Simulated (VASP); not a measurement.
```yaml
crystal:
  lattice:
    - [3.96283, 0.00000, 0.00000]
    - [0.00000, 3.96283, 0.00000]
    - [0.00000, 0.00000, 3.96283]
  atoms:
    - { symbol: K, position: [0.00000, 0.00000, 0.00000] }
    - { symbol: Mg, position: [0.50000, 0.50000, 0.50000] }
    - { symbol: F, position: [0.50000, 0.00000, 0.50000] }
    - { symbol: F, position: [0.00000, 0.50000, 0.50000] }
    - { symbol: F, position: [0.50000, 0.50000, 0.00000] }
```

Level of theory: vdW-DF-cx, VASP's PBE PAW potentials (set 64) (plane waves; VASP). Numerical set-up: 520 eV cut-off, 6×6×6 Γ-centred mesh, Gaussian smearing of 0.050 eV, potentials K_sv Mg F.

Task: Give the stress tensor in GPa (positive for a compressed cell).

Result: 
```
2.46  0.00  0.00
0.00  2.46  0.00
0.00  0.00  2.46
```
The pressure is its mean diagonal, 2.46 GPa.

The compound is KMgF3 in the cubic perovskite structure. This cell is one point of a volume scan, at 0.97 of the reference volume.
